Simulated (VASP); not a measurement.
# Al2Cu (Khatyrkite): structure and properties in VASP, part 4 of 5

What structure does Al2Cu (Khatyrkite) take at this level, and what are its properties? Left out of this account: 1 further run (bands with LDA: it shows nothing beyond the runs told). The start is a cell from a database of measured crystal structures.

VASP 6.6.1; LDA; plane waves and PAW (Al, Cu).

Still holding for the runs below: The k-mesh is coarse for a metal.

So far. Step 6 (Total and projected DOS (LDA)): The finer mesh and the other smearing move the Fermi level by +0.09 eV from the 6×6×6 run, one measure of the sampling error in the zero of the bands above. Of the states within 0.3 eV of the Fermi level, the largest shares in the PAW spheres are Cu d 13 %, Al p 12 % and Cu p 8 %. The rest lies in smaller channels or between the spheres. Step 7 (Volume scan with LDA, volume scale 0.94): The pressure here is 8.23 GPa.

## (8) Volume scan with LDA, volume scale 0.96

INCAR

```
SYSTEM = Al2Cu
PREC = Accurate
ENCUT = 400
EDIFF = 1E-06
NELM = 100
ISMEAR = 1
SIGMA = 0.2
LREAL = .FALSE.
ALGO = Normal
GGA = CA
NBANDS = 23
LASPH = .TRUE.
LORBIT = 11
LWAVE = .FALSE.
LCHARG = .FALSE.
KPAR = 4
ISIF = 2
```

POSCAR

```
Al2Cu
1.0
   -2.9163694609      2.9163694609      2.3779301212
    2.9163694609     -2.9163694609      2.3779301212
    2.9163694609      2.9163694609     -2.3779301212
Al Cu
4 2
Direct
    0.6599107228      0.1599107228      0.8198214456
    0.1599107228      0.3400892772      0.5000000000
    0.3400892772      0.8400892772      0.1801785544
    0.8400892772      0.6599107228      0.5000000000
    0.2500000000      0.2500000000      0.0000000000
    0.7500000000      0.7500000000      0.0000000000
```

KPOINTS

```
Automatic mesh
0
Gamma
6 6 6
0 0 0
```

The projector-augmented-wave data sets are Al and Cu (LDA family, release 64).

The run is started by

```bash
$ mpirun -np 4 vasp_std
```

The program printed:

```text
[... set-up lines as in an earlier step ...]
 entering main loop
       N       E                     dE             d eps       ncg     rms          rms(c)
DAV:   1     0.171738349664E+03    0.17174E+03   -0.11890E+04  1380   0.142E+03
DAV:   2    -0.211939792612E+02   -0.19293E+03   -0.18378E+03  1380   0.297E+02
DAV:   3    -0.321244332245E+02   -0.10930E+02   -0.10282E+02  1901   0.931E+01
DAV:   4    -0.323686842342E+02   -0.24425E+00   -0.24394E+00  2001   0.123E+01
DAV:   5    -0.323712726734E+02   -0.25884E-02   -0.25882E-02  1966   0.131E+00    0.217E+01
DAV:   6    -0.368321804428E+02   -0.44609E+01   -0.13641E+02  1671   0.318E+02    0.176E+01
DAV:   7    -0.276888467844E+02    0.91433E+01   -0.32708E+01  1687   0.131E+02    0.389E+00
DAV:   8    -0.273257590644E+02    0.36309E+00   -0.34181E+00  2170   0.380E+01    0.131E+00
DAV:   9    -0.272990099773E+02    0.26749E-01   -0.16436E-01  1791   0.343E+00    0.506E-01
DAV:  10    -0.272986905584E+02    0.31942E-03   -0.91841E-03  2225   0.104E+00    0.430E-01
DAV:  11    -0.272954613137E+02    0.32292E-02   -0.54534E-03  2223   0.202E+00    0.154E-01
DAV:  12    -0.272950224514E+02    0.43886E-03   -0.28464E-03  2231   0.122E+00    0.155E-02
DAV:  13    -0.272950342912E+02   -0.11840E-04   -0.16110E-04  1654   0.898E-02    0.179E-02
DAV:  14    -0.272950319251E+02    0.23660E-05   -0.94161E-06  2229   0.586E-02    0.753E-03
DAV:  15    -0.272950315532E+02    0.37189E-06   -0.23449E-06  1215   0.405E-02
   1 F= -.27295032E+02 E0= -.27293502E+02  d E =-.458830E-02
```

Run time: 11 s. Hardware: 4 MPI ranks of Intel Xeon Platinum 8259CL at 2.50GHz (Skylake/Cascade Lake), shared host; peak memory 0.65 GiB.

OUTCAR, selected parts (step 8):

```text
   ENCUT  =  400.0 eV  29.40 Ry    5.42 a.u.   7.76  7.76  7.76*2*pi/ulx,y,z

   NELECT =      34.0000    total number of electrons

 E-fermi :   8.8310

 k-point     1 :       0.0000    0.0000    0.0000
  band No.  band energies     occupation
    ...
     15       7.2607      2.00000
     16       7.4934      2.00000
     17       7.4934      2.00000
     18       7.9983      2.00000
     19       8.8542      0.80546
     20       8.9582      0.12909
     21      10.5565     -0.00000
     22      10.5565     -0.00000
     23      10.5575     -0.00000

  Total        2.5742697      2.5742697      2.6941531      0.0000000      0.0000000      0.0000000
  in kB       50.9824224     50.9824224     53.3566666      0.0000000      0.0000000      0.0000000
  external PRESSURE =      51.7738371 kB  Pullay stress =       0.0000000 kB

 POSITION                                       TOTAL-FORCE (eV/Angst)
 -----------------------------------------------------------------------------------
      0.93272      3.84909      0.00000        -0.020038     -0.020038     -0.000000
      1.98365      0.93272      0.00000         0.020038     -0.020038     -0.000000
      1.98365     -0.93272      2.37793         0.020038      0.020038      0.000000
      0.93272      1.98365      2.37793        -0.020038      0.020038     -0.000000
      0.00000      0.00000      1.18897        -0.000000     -0.000000     -0.000000
      0.00000      0.00000      3.56690         0.000000     -0.000000     -0.000000
 -----------------------------------------------------------------------------------
    total drift:                               -0.000000     -0.000000     -0.000000

  FREE ENERGIE OF THE ION-ELECTRON SYSTEM (eV)
  ---------------------------------------------------
  free  energy   TOTEN  =       -27.2950315532 eV

  energy  without entropy=      -27.2904432509  energy(sigma->0) =      -27.29350212

[... 4 parts as in an earlier step ...]

[... 12 further parts left out ...]
```

Numbers from this step:

```
free energy (TOTEN)     : -27.30 eV
energy at zero smearing : -27.29 eV
Fermi energy            : 8.831 eV
pressure                : 5.177 GPa
```

The pressure falls from 8.23 to 5.18 GPa.

The run ends at a pressure of 5.18 GPa, with forces up to 0.028 eV/Å.

## (9) Volume scan with LDA, volume scale 0.98

INCAR is that of step 8.

POSCAR: that of step 8 with these lines changed.

```diff
@@ -2,5 +2,5 @@
 1.0
-   -2.9163694609      2.9163694609      2.3779301212
-    2.9163694609     -2.9163694609      2.3779301212
-    2.9163694609      2.9163694609     -2.3779301212
+   -2.9364829893      2.9364829893      2.3943301576
+    2.9364829893     -2.9364829893      2.3943301576
+    2.9364829893      2.9364829893     -2.3943301576
 Al Cu
```

KPOINTS is that of step 8.

The run is started by

```bash
$ mpirun -np 4 vasp_std
```

The program printed:

```text
[... set-up lines as in an earlier step ...]
 entering main loop
       N       E                     dE             d eps       ncg     rms          rms(c)
DAV:   1     0.171429846193E+03    0.17143E+03   -0.11991E+04  1380   0.140E+03
DAV:   2    -0.218590332136E+02   -0.19329E+03   -0.18402E+03  1380   0.293E+02
DAV:   3    -0.320738101038E+02   -0.10215E+02   -0.98040E+01  1921   0.918E+01
DAV:   4    -0.323162856676E+02   -0.24248E+00   -0.24222E+00  1935   0.122E+01
[...]
DAV:  13    -0.273374650108E+02   -0.20015E-04   -0.24904E-04  1655   0.114E-01    0.215E-02
DAV:  14    -0.273374613991E+02    0.36117E-05   -0.14079E-05  2241   0.737E-02    0.899E-03
DAV:  15    -0.273374607398E+02    0.65924E-06   -0.22795E-06  1200   0.421E-02
   1 F= -.27337461E+02 E0= -.27336409E+02  d E =-.315404E-02
```

Run time: 11 s. Hardware: 4 MPI ranks; peak memory 0.65 GiB.

OUTCAR, selected parts (step 9):

```text
  Total        1.2551556      1.2551556      1.3217456      0.0000000     -0.0000000      0.0000000
  in kB       24.3505713     24.3505713     25.6424453      0.0000000     -0.0000000      0.0000000
  external PRESSURE =      24.7811959 kB  Pullay stress =       0.0000000 kB

 POSITION                                       TOTAL-FORCE (eV/Angst)
 -----------------------------------------------------------------------------------
      0.93915      3.87563      0.00000        -0.007994     -0.007994     -0.000000
      1.99733      0.93915      0.00000         0.007994     -0.007994     -0.000000
      1.99733     -0.93915      2.39433         0.007994      0.007994      0.000000
      0.93915      1.99733      2.39433        -0.007994      0.007994     -0.000000
      0.00000      0.00000      1.19717         0.000000     -0.000000      0.000000
      0.00000      0.00000      3.59150         0.000000      0.000000      0.000000
 -----------------------------------------------------------------------------------
    total drift:                               -0.000000     -0.000000     -0.000000

  FREE ENERGIE OF THE ION-ELECTRON SYSTEM (eV)
  ---------------------------------------------------
  free  energy   TOTEN  =       -27.3374607398 eV

  energy  without entropy=      -27.3343066994  energy(sigma->0) =      -27.33640939

[... 1 part as in an earlier step ...]

[... 2 further parts left out ...]
[key lines of the parts left out:]
E-fermi :   8.5670
```

The pressure falls from 5.18 to 2.48 GPa.

The run ends at a pressure of 2.48 GPa, with forces up to 0.011 eV/Å.

## (10) Volume scan with LDA, volume scale 1

INCAR is that of step 9.

POSCAR: that of step 9 with these lines changed.

```diff
@@ -2,5 +2,5 @@
 1.0
-   -2.9364829893      2.9364829893      2.3943301576
-    2.9364829893     -2.9364829893      2.3943301576
-    2.9364829893      2.9364829893     -2.3943301576
+   -2.9563246925      2.9563246925      2.4105085548
+    2.9563246925     -2.9563246925      2.4105085548
+    2.9563246925      2.9563246925     -2.4105085548
 Al Cu
```

KPOINTS is that of step 9.

The run is started by

```bash
$ mpirun -np 4 vasp_std
```

The program printed:

```text
[... set-up lines as in an earlier step ...]
 entering main loop
       N       E                     dE             d eps       ncg     rms          rms(c)
[... 16 cycles as in an earlier step ...]
   1 F= -.27352765E+02 E0= -.27352193E+02  d E =-.171510E-02
```

The job ended after 12 s (4 MPI ranks; peak memory 0.66 GiB).

From OUTCAR (step 10):

```text
[... 6 parts as in an earlier step ...]

[... 1 further part left out ...]
[key lines of the parts left out:]
E-fermi :   8.3128
```

The pressure falls from 2.48 to -0.06 GPa, so it vanishes between these two volumes.

## (11) Volume scan with LDA, volume scale 1.02

INCAR is that of step 10.

POSCAR: that of step 10 with these lines changed.

```diff
@@ -2,5 +2,5 @@
 1.0
-   -2.9563246925      2.9563246925      2.4105085548
-    2.9563246925     -2.9563246925      2.4105085548
-    2.9563246925      2.9563246925     -2.4105085548
+   -2.9759035723      2.9759035723      2.4264726529
+    2.9759035723     -2.9759035723      2.4264726529
+    2.9759035723      2.9759035723     -2.4264726529
 Al Cu
```

KPOINTS is that of step 10.

The run is started by

```bash
$ mpirun -np 4 vasp_std
```

The program printed:

```text
[... set-up lines as in an earlier step ...]
 entering main loop
       N       E                     dE             d eps       ncg     rms          rms(c)
DAV:   1     0.166856225226E+03    0.16686E+03   -0.11771E+04  1380   0.137E+03
DAV:   2    -0.224475075168E+02   -0.18930E+03   -0.18008E+03  1380   0.290E+02
DAV:   3    -0.319210236676E+02   -0.94735E+01   -0.91305E+01  1921   0.876E+01
DAV:   4    -0.321386702718E+02   -0.21765E+00   -0.21712E+00  1998   0.113E+01
[...]
DAV:  14    -0.273432845230E+02    0.63516E-05   -0.22117E-05  2267   0.889E-02    0.129E-02
DAV:  15    -0.273432828051E+02    0.17179E-05   -0.90746E-06  2020   0.782E-02    0.232E-03
DAV:  16    -0.273432828687E+02   -0.63581E-07   -0.58520E-07  1075   0.535E-03
   1 F= -.27343283E+02 E0= -.27343125E+02  d E =-.474453E-03
```

Elapsed: 12 s, on 4 MPI ranks; peak memory 0.67 GiB.

Parts of OUTCAR (step 11):

```text
  Total       -1.2170279     -1.2170279     -1.2184857      0.0000000      0.0000000      0.0000000
  in kB      -22.6849598    -22.6849598    -22.7121323      0.0000000      0.0000000      0.0000000
  external PRESSURE =     -22.6940173 kB  Pullay stress =       0.0000000 kB

 POSITION                                       TOTAL-FORCE (eV/Angst)
 -----------------------------------------------------------------------------------
      0.95176      3.92766      0.00000         0.012759      0.012759      0.000000
      2.02415      0.95176      0.00000        -0.012759      0.012759     -0.000000
      2.02415     -0.95176      2.42647        -0.012759     -0.012759     -0.000000
      0.95176      2.02415      2.42647         0.012759     -0.012759     -0.000000
      0.00000      0.00000      1.21324         0.000000      0.000000     -0.000000
      0.00000      0.00000      3.63971         0.000000      0.000000     -0.000000
 -----------------------------------------------------------------------------------
    total drift:                               -0.000000     -0.000000     -0.000000

  FREE ENERGIE OF THE ION-ELECTRON SYSTEM (eV)
  ---------------------------------------------------
  free  energy   TOTEN  =       -27.3432828687 eV

  energy  without entropy=      -27.3428084159  energy(sigma->0) =      -27.34312472

[... 1 part as in an earlier step ...]

[... 2 further parts left out ...]
[key lines of the parts left out:]
E-fermi :   8.0687
```

The pressure falls from -0.06 to -2.27 GPa.

The run ends at a pressure of -2.27 GPa, with forces up to 0.018 eV/Å.

## (12) Volume scan with LDA, volume scale 1.04

INCAR is that of step 11.

POSCAR: that of step 11 with these lines changed.

```diff
@@ -2,5 +2,5 @@
 1.0
-   -2.9759035723      2.9759035723      2.4264726529
-    2.9759035723     -2.9759035723      2.4264726529
-    2.9759035723      2.9759035723     -2.4264726529
+   -2.9952281630      2.9952281630      2.4422294103
+    2.9952281630     -2.9952281630      2.4422294103
+    2.9952281630      2.9952281630     -2.4422294103
 Al Cu
```

KPOINTS is that of step 11.

The run is started by

```bash
$ mpirun -np 4 vasp_std
```

The program printed:

```text
[... set-up lines as in an earlier step ...]
 entering main loop
       N       E                     dE             d eps       ncg     rms          rms(c)
DAV:   1     0.167516216041E+03    0.16752E+03   -0.11734E+04  1380   0.136E+03
DAV:   2    -0.222585423000E+02   -0.18977E+03   -0.18027E+03  1380   0.287E+02
DAV:   3    -0.317930100340E+02   -0.95345E+01   -0.90929E+01  1907   0.873E+01
DAV:   4    -0.320165603719E+02   -0.22355E+00   -0.22325E+00  1961   0.113E+01
[...]
DAV:  14    -0.273117997223E+02    0.72286E-05   -0.26449E-05  2254   0.915E-02    0.147E-02
DAV:  15    -0.273117974531E+02    0.22691E-05   -0.13990E-05  2125   0.981E-02    0.410E-03
DAV:  16    -0.273117974503E+02    0.28281E-08   -0.67149E-07   984   0.927E-03
   1 F= -.27311797E+02 E0= -.27311948E+02  d E =0.451696E-03
```

It took 12 s on 4 MPI ranks; peak memory 0.66 GiB; 40 s of CPU time.

Parts of OUTCAR (step 12):

```text
  Total       -2.3112604     -2.3112604     -2.3176123      0.0000000     -0.0000000      0.0000000
  in kB      -42.2525766    -42.2525766    -42.3686963      0.0000000     -0.0000000      0.0000000
  external PRESSURE =     -42.2912832 kB  Pullay stress =       0.0000000 kB

 POSITION                                       TOTAL-FORCE (eV/Angst)
 -----------------------------------------------------------------------------------
      0.95794      3.95317      0.00000         0.021671      0.021671      0.000000
      2.03729      0.95794      0.00000        -0.021671      0.021671     -0.000000
      2.03729     -0.95794      2.44223        -0.021671     -0.021671     -0.000000
      0.95794      2.03729      2.44223         0.021671     -0.021671      0.000000
      0.00000      0.00000      1.22111        -0.000000     -0.000000     -0.000000
      0.00000      0.00000      3.66334        -0.000000     -0.000000     -0.000000
 -----------------------------------------------------------------------------------
    total drift:                               -0.000000     -0.000000     -0.000000

  FREE ENERGIE OF THE ION-ELECTRON SYSTEM (eV)
  ---------------------------------------------------
  free  energy   TOTEN  =       -27.3117974503 eV

  energy  without entropy=      -27.3122491468  energy(sigma->0) =      -27.31194802

[... 1 part as in an earlier step ...]

[... 2 further parts left out ...]
[key lines of the parts left out:]
E-fermi :   7.8346
```

The pressure falls from -2.27 to -4.23 GPa.

The run ends at a pressure of -4.23 GPa, with forces up to 0.031 eV/Å.

## (13) Volume scan with LDA, volume scale 1.06

A prediction first. A parabola through the 6 pressures of evenly scaled cells so far, P = -0.04 -117.4 t +263 t² GPa with t = ln(V/V₁) and V₁ the volume at scale 1, gives -5.99 GPa at t = +0.0583.

INCAR is that of step 12.

POSCAR: that of step 12 with these lines changed.

```diff
@@ -2,5 +2,5 @@
 1.0
-   -2.9952281630      2.9952281630      2.4422294103
-    2.9952281630     -2.9952281630      2.4422294103
-    2.9952281630      2.9952281630     -2.4422294103
+   -3.0143065637      3.0143065637      2.4577854310
+    3.0143065637     -3.0143065637      2.4577854310
+    3.0143065637      3.0143065637     -2.4577854310
 Al Cu
```

KPOINTS is that of step 12.

The run is started by

```bash
$ mpirun -np 4 vasp_std
```

The program printed:

```text
[... set-up lines as in an earlier step ...]
 entering main loop
       N       E                     dE             d eps       ncg     rms          rms(c)
DAV:   1     0.166895140760E+03    0.16690E+03   -0.11782E+04  1380   0.137E+03
DAV:   2    -0.220880104640E+02   -0.18898E+03   -0.17989E+03  1380   0.285E+02
DAV:   3    -0.316684801446E+02   -0.95805E+01   -0.92208E+01  1948   0.867E+01
DAV:   4    -0.318761639204E+02   -0.20768E+00   -0.20704E+00  1909   0.109E+01
[...]
DAV:  14    -0.272605808211E+02    0.95036E-05   -0.31592E-05  2261   0.108E-01    0.138E-02
DAV:  15    -0.272605788543E+02    0.19668E-05   -0.15295E-05  2189   0.100E-01    0.432E-03
DAV:  16    -0.272605787320E+02    0.12223E-06   -0.59036E-07   956   0.138E-02
   1 F= -.27260579E+02 E0= -.27260929E+02  d E =0.105107E-02
```

The job ended after 12 s (4 MPI ranks; peak memory 0.67 GiB; 40 s of CPU time).

OUTCAR, selected parts (step 13):

```text
  Total       -3.3434733     -3.3434733     -3.3349343      0.0000000     -0.0000000      0.0000000
  in kB      -59.9693927    -59.9693927    -59.8162349      0.0000000     -0.0000000      0.0000000
  external PRESSURE =     -59.9183401 kB  Pullay stress =       0.0000000 kB

 POSITION                                       TOTAL-FORCE (eV/Angst)
 -----------------------------------------------------------------------------------
      0.96404      3.97835      0.00000         0.029361      0.029361     -0.000000
      2.05027      0.96404      0.00000        -0.029361      0.029361     -0.000000
      2.05027     -0.96404      2.45779        -0.029361     -0.029361      0.000000
      0.96404      2.05027      2.45779         0.029361     -0.029361      0.000000
      0.00000      0.00000      1.22889        -0.000000      0.000000     -0.000000
      0.00000      0.00000      3.68668        -0.000000      0.000000     -0.000000
 -----------------------------------------------------------------------------------
    total drift:                               -0.000000     -0.000000     -0.000000

  FREE ENERGIE OF THE ION-ELECTRON SYSTEM (eV)
  ---------------------------------------------------
  free  energy   TOTEN  =       -27.2605787320 eV

  energy  without entropy=      -27.2616298045  energy(sigma->0) =      -27.26092909

[... 1 part as in an earlier step ...]

[... 2 further parts left out ...]
[key lines of the parts left out:]
E-fermi :   7.6102
```

The pressure falls from -4.23 to -5.99 GPa. The parabola predicted -5.99 GPa, +0.01 GPa off.

(Part 4 of 5 ends here.)

[Lines on the potential files, build, host, timing and source positions are cut from VASP's logs without a mark.]

[Logs are printed without paths, hosts, clocks, repeated set-up lines and the standing remarks that a program may print on its own settings, such as how far it seeks lower states.]

[Hosts, paths, dates, database ids (printed as entryN), source tags and the programs' standing remarks are cut or masked in the printed files.]

[A measured line is paired with the nearest computed mode of its activity, which favours agreement.]
